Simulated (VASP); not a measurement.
A run of VASP 6.6.1 is set up as follows.

File POSCAR:

```
WSe2
1.0
    3.2537588712      0.0000000000      0.0000000000
   -1.6268794356      2.8178378418      0.0000000000
    0.0000000000      0.0000000000     34.3162600000
  Se              W
     6     3
Direct
     0.3333333300000021    0.6666666699999979    0.2642925823153206
     0.3333333300000021    0.6666666699999979    0.3615989996502829
     0.6666666699999979    0.3333333300000021    0.4513066991810363
     0.6666666699999979    0.3333333300000021    0.5486933008189637
     0.3333333300000021    0.6666666699999979    0.6384010003497170
     0.3333333300000021    0.6666666699999979    0.7357074176846794
     0.6666666699999979    0.3333333300000021    0.3128889738487429
     0.3333333300000021    0.6666666699999979    0.5000000000000000
     0.6666666699999979    0.3333333300000021    0.6871110261512572
```

INCAR.step1

```
PREC = Accurate ; ENCUT = 600
EDIFF = 1E-8 ; ISMEAR = 0
SIGMA = 0.03 ; LREAL = F
LASPH = T ; NELM = 80
ALGO = Normal ; ISIF = 2
LWAVE = F ; LCHARG = F
GGA = CA ; LATTICE_CONSTRAINTS = .TRUE. .TRUE. .FALSE.
KPAR = 4 ; IBRION = 2
NSW = 40 ; EDIFFG = -0.002
```

The input INCAR.step2:

```
PREC = Accurate ; ENCUT = 600
EDIFF = 1E-8 ; ISMEAR = 0
SIGMA = 0.03 ; LREAL = F
LASPH = T ; NELM = 80
ALGO = Normal ; ISIF = 2
LWAVE = F ; LCHARG = F
GGA = CA ; LATTICE_CONSTRAINTS = .TRUE. .TRUE. .FALSE.
KPAR = 4 ; IBRION = 6
NFREE = 2 ; POTIM = 0.015
NSW = 1
```

Contents of KPOINTS:

```
regular mesh
0
Gamma
  12 12 1
```

Potentials or basis: VASP PAW LDA potentials, release 64 (Se, W_sv).

Command:

```console
$ cat potpaw_LDA.64/Se/POTCAR potpaw_LDA.64/W_sv/POTCAR > POTCAR
$ cp INCAR.step1 INCAR
$ mpirun -np 4 vasp_std > vasp.out
$ cp CONTCAR POSCAR
$ cp INCAR.step2 INCAR
$ mpirun -np 4 vasp_std > vasp.out
```

**Question.** Predict the highest phonon frequency at Γ, LO-TO splitting left out.

**Answer.** 310 cm⁻¹.

Phonon frequencies in cm⁻¹ (negative: imaginary):
| q point | frequencies |
| --- | --- |
| (0.000, 0.000, 0.000) | 0 0 0 13 13 19 22 22 33 175 175 175 175 176 176 248 248 249 249 249 249 250 251 252 309 310 310 |

Spin-orbit coupling is left out, which matters for the levels of W.
